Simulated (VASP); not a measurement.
Input:

```cif
data_Ge2
_chemical_formula_sum 'Ge2'
_space_group_name_H-M_alt 'P 1'
_space_group_IT_number 1
_cell_length_a 4.02633
_cell_length_b 4.02633
_cell_length_c 4.02633
_cell_angle_alpha 60.000
_cell_angle_beta 60.000
_cell_angle_gamma 60.000
loop_
_space_group_symop_operation_xyz
  'x, y, z'
loop_
_atom_site_label
_atom_site_type_symbol
_atom_site_fract_x
_atom_site_fract_y
_atom_site_fract_z
_atom_site_occupancy
Ge1 Ge 0.00000 0.00000 0.00000 1
Ge2 Ge 0.25000 0.25000 0.25000 1
```

All values below come from PBE GGA with D4 dispersion, VASP's PBE PAW potentials (set 64) (plane waves; VASP 6.6.1). Settings: 520 eV cut-off, 11×11×11 Γ-centred mesh, first-order Methfessel-Paxton smearing of 0.10 eV, potentials Ge_d.

Problem. Give the energy at these volumes per atom, relative to the lowest: 21.66, 22.35, 23.05, 23.74, 24.43 Å³.

Solution. 19.9, 4.9, 0.0, 3.6, 14.2 meV/atom. A third-order Birch-Murnaghan fit gives B0 = 64.7 GPa and B0′ = 5.1.

Measured: bulk modulus 77.3 GPa at 0 K (computed value off by -16.2 %), as given by Tanner et al., (2021), arXiv:2110.11888 [low-temperature value with the zero-point effect removed]; a 5.644 Å at 0 K (computed value off by +0.9 %), as given by Daniel Mejia-Rodriguez et al., Physical Review B (2018), arXiv:1807.09216 [static lattice: zero-point anharmonic expansion removed].

The compound is Ge in the diamond structure. It was relaxed first.
